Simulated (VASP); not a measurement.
Computed with revPBE GGA, VASP's PBE PAW potentials (set 64) (plane waves; VASP).

VASP ran on this input.

KPOINTS:
```
kpoints
0
Gamma
 5 5 4
0 0 0
```

POSCAR:
```
SnO
1.0
  3.8920851309   0.0000000000   0.0000000000
  0.0000000000   3.8920851309   0.0000000000
  0.0000000000   0.0000000000   5.2199616696
Sn O
2 2
Direct
  0.5000000000   0.0000000000   0.7759825385
  0.0000000000   0.5000000000   0.2240174615
  0.5000000000   0.5000000000   0.0000000000
  1.0000000000   0.0000000000   1.0000000000
```

**INCAR**
```
SYSTEM = SnO
PREC = Accurate
ENCUT = 520
EDIFF = 1E-6
NELM = 100
ALGO = Normal
LREAL = .FALSE.
LASPH = .TRUE.
ISMEAR = 0
SIGMA = 0.05
GGA = RE
LMAXMIX = 4
LWAVE = .FALSE.
LCHARG = .FALSE.
IBRION = 2
ISIF = 3
NSW = 60
EDIFFG = -0.02
```

POTCAR, in this order: Sn_d O (PBE.64 set). Program: vasp_std.

Output

OSZICAR:
```
       N       E                     dE             d eps       ncg     rms          rms(c)
DAV:   1     0.396704985428E+03    0.39670E+03   -0.20614E+04   880   0.242E+03
DAV:   2     0.306612886259E+02   -0.36604E+03   -0.35803E+03   960   0.578E+02
DAV:   3    -0.228714201471E+02   -0.53533E+02   -0.52585E+02  1000   0.193E+02
DAV:   4    -0.252553963681E+02   -0.23840E+01   -0.23789E+01  1008   0.442E+01
DAV:   5    -0.253177056477E+02   -0.62309E-01   -0.62300E-01  1120   0.739E+00    0.118E+01
DAV:   6    -0.214515353075E+02    0.38662E+01   -0.27849E+01  1432   0.535E+01    0.491E+00
DAV:   7    -0.214410531186E+02    0.10482E-01   -0.25989E+00  1024   0.101E+01    0.266E+00
DAV:   8    -0.214614731915E+02   -0.20420E-01   -0.69944E-01  1248   0.593E+00    0.116E+00
DAV:   9    -0.214360586332E+02    0.25415E-01   -0.22151E-01  1352   0.407E+00    0.296E-01
DAV:  10    -0.214401083807E+02   -0.40497E-02   -0.27256E-02  1176   0.131E+00    0.268E-01
DAV:  11    -0.214386054162E+02    0.15030E-02   -0.11827E-02  1368   0.912E-01    0.407E-02
DAV:  12    -0.214387579251E+02   -0.15251E-03   -0.10379E-03   920   0.208E-01    0.597E-02
DAV:  13    -0.214387456331E+02    0.12292E-04   -0.29556E-04  1280   0.171E-01    0.708E-03
DAV:  14    -0.214387464425E+02   -0.80932E-06   -0.20092E-05  1080   0.381E-02    0.568E-03
DAV:  15    -0.214387467916E+02   -0.34914E-06   -0.25170E-06   864   0.215E-02
   1 F= -.21438747E+02 E0= -.21438747E+02  d E =-.214387E+02
       N       E                     dE             d eps       ncg     rms          rms(c)
DAV:   1    -0.214447169086E+02   -0.59705E-02   -0.16787E-01  1040   0.586E+00    0.493E-01
DAV:   2    -0.214401309140E+02    0.45860E-02   -0.22382E-02  1136   0.158E+00    0.169E-01
DAV:   3    -0.214393147695E+02    0.81614E-03   -0.21238E-03  1096   0.851E-01    0.737E-02
DAV:   4    -0.214391535748E+02    0.16119E-03   -0.63239E-04  1320   0.389E-01    0.217E-02
DAV:   5    -0.214391390872E+02    0.14488E-04   -0.13863E-04  1192   0.121E-01    0.117E-02
DAV:   6    -0.214391345093E+02    0.45779E-05   -0.11282E-05  1112   0.326E-02    0.515E-03
DAV:   7    -0.214391339964E+02    0.51287E-06   -0.19118E-06   704   0.171E-02
   2 F= -.21439134E+02 E0= -.21439134E+02  d E =-.387205E-03
       N       E                     dE             d eps       ncg     rms          rms(c)
DAV:   1    -0.214416864831E+02   -0.25520E-02   -0.75731E-02  1040   0.392E+00    0.332E-01
DAV:   2    -0.214396036044E+02    0.20829E-02   -0.10240E-02  1136   0.106E+00    0.114E-01
DAV:   3    -0.214392368873E+02    0.36672E-03   -0.96631E-04  1120   0.571E-01    0.499E-02
DAV:   4    -0.214391609545E+02    0.75933E-04   -0.28392E-04  1312   0.262E-01    0.147E-02
DAV:   5    -0.214391526055E+02    0.83490E-05   -0.62262E-05  1200   0.795E-02    0.774E-03
DAV:   6    -0.214391501113E+02    0.24941E-05   -0.46734E-06   864   0.213E-02    0.346E-03
DAV:   7    -0.214391498234E+02    0.28792E-06   -0.10974E-06   520   0.123E-02
   3 F= -.21439150E+02 E0= -.21439150E+02  d E =-.403032E-03
       N       E                     dE             d eps       ncg     rms          rms(c)
DAV:   1    -0.214394828932E+02   -0.33278E-03   -0.94609E-03  1040   0.138E+00    0.117E-01
DAV:   2    -0.214392186881E+02    0.26421E-03   -0.12750E-03  1168   0.375E-01    0.404E-02
DAV:   3    -0.214391719109E+02    0.46777E-04   -0.12018E-04  1120   0.204E-01    0.177E-02
DAV:   4    -0.214391651493E+02    0.67617E-05   -0.35467E-05  1288   0.923E-02    0.514E-03
DAV:   5    -0.214391668064E+02   -0.16571E-05   -0.77439E-06  1096   0.285E-02    0.268E-03
DAV:   6    -0.214391670733E+02   -0.26695E-06   -0.47264E-07   472   0.769E-03
   4 F= -.21439167E+02 E0= -.21439167E+02  d E =-.420282E-03
       N       E                     dE             d eps       ncg     rms          rms(c)
DAV:   1    -0.214395114086E+02   -0.34460E-03   -0.13652E-01  1080   0.259E+00    0.151E-01
DAV:   2    -0.214394839496E+02    0.27459E-04   -0.50925E-03  1096   0.612E-01    0.537E-02
DAV:   3    -0.214394087380E+02    0.75212E-04   -0.45373E-04  1064   0.330E-01    0.248E-02
DAV:   4    -0.214393978399E+02    0.10898E-04   -0.96612E-05  1344   0.120E-01    0.120E-02
DAV:   5    -0.214393940961E+02    0.37438E-05   -0.84376E-06  1016   0.277E-02    0.281E-03
DAV:   6    -0.214393940491E+02    0.46976E-07   -0.67126E-07   568   0.967E-03
   5 F= -.21439394E+02 E0= -.21439394E+02  d E =-.226976E-03
       N       E                     dE             d eps       ncg     rms          rms(c)
DAV:   1    -0.214394149564E+02   -0.20860E-04   -0.13758E-02  1056   0.816E-01    0.490E-02
DAV:   2    -0.214394165501E+02   -0.15938E-05   -0.54883E-04  1088   0.197E-01    0.171E-02
DAV:   3    -0.214394095766E+02    0.69735E-05   -0.47176E-05  1096   0.106E-01    0.821E-03
DAV:   4    -0.214394080340E+02    0.15427E-05   -0.10054E-05  1248   0.399E-02    0.390E-03
DAV:   5    -0.214394070146E+02    0.10194E-05   -0.77824E-07   488   0.869E-03    0.770E-04
DAV:   6    -0.214394070135E+02    0.10505E-08   -0.13161E-07   464   0.550E-03
   6 F= -.21439407E+02 E0= -.21439407E+02  d E =-.239940E-03
       N       E                     dE             d eps       ncg     rms          rms(c)
DAV:   1    -0.214403164785E+02   -0.90946E-03   -0.39918E-02  1304   0.185E+00    0.169E-01
DAV:   2    -0.214396963926E+02    0.62009E-03   -0.23775E-03  1048   0.466E-01    0.737E-02
DAV:   3    -0.214395808358E+02    0.11556E-03   -0.23820E-04  1104   0.269E-01    0.347E-02
DAV:   4    -0.214395494236E+02    0.31412E-04   -0.72924E-05  1328   0.132E-01    0.895E-03
DAV:   5    -0.214395471886E+02    0.22350E-05   -0.26333E-05  1192   0.573E-02    0.526E-03
DAV:   6    -0.214395464970E+02    0.69154E-06   -0.42143E-06   768   0.171E-02
   7 F= -.21439546E+02 E0= -.21439546E+02  d E =-.139484E-03
       N       E                     dE             d eps       ncg     rms          rms(c)
DAV:   1    -0.214467603497E+02   -0.72132E-02   -0.35968E-01  1304   0.559E+00    0.504E-01
DAV:   2    -0.214412073287E+02    0.55530E-02   -0.21135E-02  1056   0.138E+00    0.220E-01
DAV:   3    -0.214401647850E+02    0.10425E-02   -0.20515E-03  1144   0.791E-01    0.103E-01
DAV:   4    -0.214398964370E+02    0.26835E-03   -0.63000E-04  1304   0.392E-01    0.258E-02
DAV:   5    -0.214398891307E+02    0.73064E-05   -0.22637E-04  1208   0.170E-01    0.151E-02
DAV:   6    -0.214398849094E+02    0.42213E-05   -0.36921E-05  1240   0.497E-02    0.407E-03
DAV:   7    -0.214398854323E+02   -0.52289E-06   -0.30369E-06   840   0.141E-02
   8 F= -.21439885E+02 E0= -.21439885E+02  d E =-.478419E-03
```

OUTCAR:
```
------------------------ aborting loop because EDIFF is reached ----------------------------------------
  FORCE on cell =-STRESS in cart. coord.  units (eV):
  Direction    XX          YY          ZZ          XY          YZ          ZX
  --------------------------------------------------------------------------------------
  Total       -0.0032723     -0.0032723      0.0688774      0.0000000      0.0000000      0.0000000
  in kB       -0.0655673     -0.0655673      1.3800945      0.0000000      0.0000000      0.0000000
  external PRESSURE =       0.4163200 kB  Pullay stress =       0.0000000 kB
  volume of cell :       79.96
      direct lattice vectors                 reciprocal lattice vectors
     3.901268778  0.000000000  0.000000000     0.256326866  0.000000000  0.000000000
     0.000000000  3.901268778 -0.000000000     0.000000000  0.256326866  0.000000000
     0.000000000 -0.000000000  5.253718653     0.000000000  0.000000000  0.190341369
 POSITION                                       TOTAL-FORCE (eV/Angst)
 -----------------------------------------------------------------------------------
      1.95063     -0.00000      4.08881        -0.000000      0.000000     -0.003387
      0.00000      1.95063      1.16491         0.000000     -0.000000      0.003387
      1.95063      1.95063      0.00000         0.000000      0.000000      0.000000
      3.90127      0.00000      0.00000        -0.000000     -0.000000      0.000000
 -----------------------------------------------------------------------------------
    total drift:                                0.000000      0.000000      0.000000
  FREE ENERGIE OF THE ION-ELECTRON SYSTEM (eV)
  ---------------------------------------------------
  free  energy   TOTEN  =       -21.4398854323 eV

  energy  without entropy=      -21.4398854323  energy(sigma->0) =      -21.43988543

 reached required accuracy - stopping structural energy minimisation
```
(Selected blocks of OUTCAR.)

File CONTCAR:
```
SnO
   1.00000000000000
     3.9012687776790966    0.0000000000000000    0.0000000000000000
     0.0000000000000000    3.9012687776790966   -0.0000000000000000
     0.0000000000000000   -0.0000000000000000    5.2537186527005426
  Sn              O
     2     2
Direct
     0.5000000000000000    0.0000000000000000    0.7782695495565447
     0.0000000000000000    0.5000000000000000    0.2217304504434552
     0.5000000000000000    0.5000000000000000    0.0000000000000000
     1.0000000000000000    0.0000000000000000    0.0000000000000000
```

Without a dispersion term in the relaxation, distances and binding between the weakly bound layers, chains or molecules are unreliable, and so is what depends on them.

The compound is SnO in the litharge structure. This run relaxes it. Symmetry was kept, so distortions that lower it aren't found. The start is the result of an earlier pass.
